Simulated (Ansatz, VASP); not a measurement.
# BiTe in two plane-wave programs, part 2 of 2

Wanted: the spread between two codes on one cell, functional and k mesh. The cell is taken from a series of runs on this material, whose earlier steps may have relaxed, scaled, displaced or heated it; both programs get it as it stands.

VASP 6.6.1 and Ansatz 0.2.0.

So far: The structure; Ansatz: relaxation of cell and atoms, PBEsol; VASP: relaxation of cell and atoms, PBEsol; Differences.

## (5) Ansatz: zone-centre phonons, PBEsol

Level of this step: Ansatz beside VASP: Kohn-Sham DFT, plane waves, PBEsol (Ansatz).

Second derivatives magnify differences that forces hide, and they need a tight electronic threshold. This pair takes another cell of the material, with 2 atoms against 4 for the pair before.

The cell is taken from a series of runs on this material, whose earlier steps may have relaxed, scaled, displaced or heated it; both programs get it as it stands.

input.yaml

```yaml
crystal:
  lattice:
    - [0.0, 3.1971893407, 3.1971893407]
    - [3.1971893407, 0.0, 3.1971893407]
    - [3.1971893407, 3.1971893407, 0.0]
  atoms:
    - { symbol: Bi, position: [0.0, 0.0, 0.0] }
    - { symbol: Te, position: [0.5, 0.5, 0.5] }
kpoints:
  mp_grid: { grid: [12, 12, 12] }
hamiltonian:
  xc: pbesol
  pseudopotentials: { kind: paw, azcp: { folder: soft_1 }, xc_functional: pbe }
scf:
  occupations: { method: methfessel_paxton, width: 0.2 }
output:
  eigenvalues: true
phonons:
  method: dfpt
```

Started as:

```bash
> ansatz run input.yaml --threads 4 --pin off --max-ram 10240MiB --backend cpu --events-out ev --progress --plain --runs-dir out
```

Numbers of over 12 decimals in the logs are rounded to 6 here.

Output:

```text
[...]
Crystal: 2 atoms, lattice volume = 65.363 Å³
Basis set: ecut = 420 eV, 1243 PW (Γ), exchange–correlation on 64×64×64 points (8 copies of the dense FFT grid, shifted against one another)
Bands: 20, of which v1, the nominal top of the filled ones, is band 16 counted from 1 (15 counted from 0)
Symmetry: 48 space group operations
k-points: 163 of 1728 (irreducible under 8 space group operations, time reversal used)
[...]
k mesh reduced under 8 symmetry operations, with k and −k counted as one. Each operation leaves every solved perturbation unchanged. A smaller set is not used because it would not reduce the number of displacements times k-points to solve
  ASR residual: 4.400e-5 → 0.000e0 eV/Å²; symmetrization residual: 2.617e-5 eV/Å²
  ASR residual per site (eV/Å²): 3.69e-6 4.40e-5
  Γ frequencies (cm⁻¹): 0.00 0.00 0.00 98.53 98.53 98.53
  non-analytic LO–TO correction: not included (Born effective charges unavailable; polar crystals: no LO–TO splitting at Γ)
[key lines of the parts left out:]
SCF converged after 10 iterations
Free energy (F): -19146.226756 eV
Fermi energy:    10.194783 eV
```

## (6) VASP: zone-centre phonons, PBEsol

The same cell, functional, mesh and smearing now go to VASP, with its own data sets.

INCAR

```
SYSTEM = BiTe
PREC = Accurate
ENCUT = 500
EDIFF = 1E-08
NELM = 120
ISMEAR = 1
SIGMA = 0.2
LREAL = .FALSE.
ALGO = Normal
GGA = PS
NBANDS = 16
LORBIT = 11
LWAVE = .FALSE.
LCHARG = .FALSE.
ISIF = 2
IBRION = 8
LASPH = .TRUE.
GGA_COMPAT = .FALSE.
KPAR = 2
```

POSCAR

```
BiTe
1.0
    0.0000000000      3.1971893407      3.1971893407
    3.1971893407      0.0000000000      3.1971893407
    3.1971893407      3.1971893407      0.0000000000
Bi Te
1 1
Direct
    0.0000000000      0.0000000000      0.0000000000
    0.5000000000      0.5000000000      0.5000000000
```

KPOINTS

```
Automatic mesh
0
Gamma
12 12 12
0 0 0
```

The projector-augmented-wave data sets are Bi_d and Te (PBE family, release 64).

Started as:

```bash
> mpirun -np 2 vasp_std
```

Output:

```text
[banner, memory and clock lines left out]
running    2 mpi-ranks, on    1 nodes
[...]
[... a notice as in an earlier step ...]

 LDA part: xc-table for (Slater+PW92), standard interpolation
 POSCAR, INCAR and KPOINTS ok, starting setup
[...]
entering main loop
       N       E                     dE             d eps       ncg     rms          rms(c)
DAV:   1     0.152670313136E+03    0.15267E+03   -0.97883E+03  2312   0.123E+03
DAV:   2     0.220155864397E+01   -0.15047E+03   -0.14806E+03  2496   0.335E+02
DAV:   3    -0.775822472872E+01   -0.99598E+01   -0.98721E+01  2840   0.896E+01
DAV:   4    -0.800158551646E+01   -0.24336E+00   -0.24323E+00  2864   0.161E+01
[...]
DAV:  13    -0.798897519891E+01   -0.11845E-06   -0.43460E-08  3000   0.229E-03    0.272E-04
DAV:  14    -0.798897523670E+01   -0.37792E-07   -0.51433E-09  1736   0.866E-04    0.498E-04
DAV:  15    -0.798897524597E+01   -0.92650E-08   -0.12356E-09  1664   0.299E-04
   1 F= -.79889752E+01 E0= -.79898339E+01  d E =0.257602E-02
[...]
RMM:  14    -0.336443802526E+00   -0.26830E-07    0.36619E-08  9851   0.428E-05    0.107E-06
RMM:  15    -0.336443782491E+00    0.20035E-07    0.17892E-08  8735   0.305E-05    0.537E-07
RMM:  16    -0.336443776032E+00    0.64589E-08    0.11084E-08  8545   0.247E-05    0.234E-07
 first order change of Fermi-energy   0.13329E-03
 force on displaced ion       1 direction 1 :  -2.867   0.000   0.000
 Linear response progress:
  Degree of freedom:   2/  2
       N       E                     dE             d eps       ncg     rms          rms(c)
RMM:   1    -0.477191699388E-01   -0.47719E-01    0.51490E-02 10785   0.888E-01
RMM:   2    -0.463018253238E-01    0.14173E-02   -0.27610E-03  9618   0.252E-01    0.600E-02
RMM:   3    -0.463456333960E-01   -0.43808E-04   -0.24090E-04  9869   0.817E-02    0.401E-02
RMM:   4    -0.463741035868E-01   -0.28470E-04   -0.38014E-05 10024   0.374E-02    0.453E-03
[...]
RMM:  10    -0.463639269341E-01   -0.44620E-07   -0.16890E-07 10500   0.459E-05    0.615E-06
RMM:  11    -0.463639418843E-01   -0.14950E-07   -0.38152E-08 10116   0.176E-05    0.408E-06
RMM:  12    -0.463639434098E-01   -0.15256E-08   -0.20002E-08  7230   0.942E-06    0.628E-07
 first order change of Fermi-energy  -0.78882E-04
 force on displaced ion       2 direction 1 :  -2.851   0.000   0.000
 Linear response finished
```

From OUTCAR (step 6):

```text
  Total       -0.0077823     -0.0077823     -0.0077823      0.0000000      0.0000000      0.0000000
  in kB       -0.1907576     -0.1907576     -0.1907576      0.0000000      0.0000000      0.0000000
  external PRESSURE =      -0.1907576 kB  Pullay stress =       0.0000000 kB

 POSITION                                       TOTAL-FORCE (eV/Angst)
 -----------------------------------------------------------------------------------
      0.00000      0.00000      0.00000        -0.000000      0.000000     -0.000000
      3.19719      3.19719      3.19719         0.000000      0.000000      0.000000
 -----------------------------------------------------------------------------------
    total drift:                               -0.000000      0.000000      0.000000

[... 2 further parts left out ...]
```

## (7) Side by side

What differs besides the data sets and the points named for the pairs above, as far as they apply: the data sets hold 31 valence electrons in Ansatz (on its PAW soft_1 files) and 21 in VASP. Total energies have different zeros and are not compared.

Compared:

| quantity | Ansatz | VASP | difference |
| --- | --- | --- | --- |
| optical mode 1 to 3 (cm⁻¹) | 98.5 | 99.0 | -0.50 % |

Modes are paired by rising frequency, not by their patterns, so a pair may set unlike modes beside each other; they are those without the splitting of longitudinal modes.

## (8) Outcome

```
difference in edge a after relaxation, in the typed setting (relaxation of cell and atoms, PBEsol)                   : 0.40 %
r.m.s. difference of the optical zone-centre modes, each program's sorted by frequency (zone-centre phonons, PBEsol) : 0.50 cm⁻¹
difference in optical mode 1 to 3 (zone-centre phonons, PBEsol)                                                      : -0.5 %
```

**Reading.** The difference in edge a after relaxation, in the typed setting is 0.40 % (relaxation of cell and atoms, PBEsol), within the 1.2 % picked in this series as the mark of a large difference, as far as the stopping tolerances let one tell. The data sets hold unlike numbers of valence electrons (62 in Ansatz and 42 in VASP and 31 in Ansatz and 21 in VASP), so part of the differences comes from the potentials. Among the rows given in per cent, the largest difference of the zone-centre phonons, PBEsol pair is in optical mode 1 to 3, -0.5 %. How closely two codes agree says nothing of how well the functional describes the real material.

[Lines on the potential files, build, host, timing and source positions are cut from VASP's logs without a mark.]

[Logs are printed without paths, hosts, clocks, repeated set-up lines and the standing remarks that a program may print on its own settings, such as how far it seeks lower states.]

[Hosts, paths, dates, database ids (printed as entryN), source tags and the programs' standing remarks are cut or masked in the printed files.]
